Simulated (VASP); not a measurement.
Method: PBE GGA, VASP's PBE PAW potentials (set 64) (plane waves; VASP).

A VASP calculation is set up with these files.

KPOINTS:
```
Automatic
0
G
17 17 17
```

POSCAR:
```
V
1.0
 -1.4743762449   1.4743762449   1.4743762449
  1.4743762449  -1.4743762449   1.4743762449
  1.4743762449   1.4743762449  -1.4743762449
V
1
Cart
  0.0000000000   0.0000000000   0.0000000000
```

INCAR:
```
SYSTEM = V
PREC = Accurate
ENCUT = 500
EDIFF = 1E-6
NELM = 100
ALGO = Normal
LREAL = .FALSE.
LASPH = .TRUE.
ISMEAR = 1
SIGMA = 0.1
GGA = PE
LMAXMIX = 4
LWAVE = .FALSE.
LCHARG = .FALSE.
IBRION = 2
ISIF = 3
NSW = 40
EDIFFG = -0.02
PSTRESS = 100
```

POTCAR, in this order: V_sv (PBE.64 set). Program: vasp_std.

### Question
What will the output report for the number of irreducible k-points (NKPTS), largest plane-wave count, number of space-group operations, FFT grid (NGX, NGY, NGZ)?

### Answer

| Property | Result |
|---|---|
| number of irreducible k-points (NKPTS) | 165 |
| largest plane-wave count | 337 |
| number of space-group operations | 48 |
| FFT grid (NGX, NGY, NGZ) | 20 × 20 × 20 |

The compound is V in the bcc structure. It was relaxed first under an external pressure of 10 GPa. The run is not spin-polarised, so no magnetic state was tried.
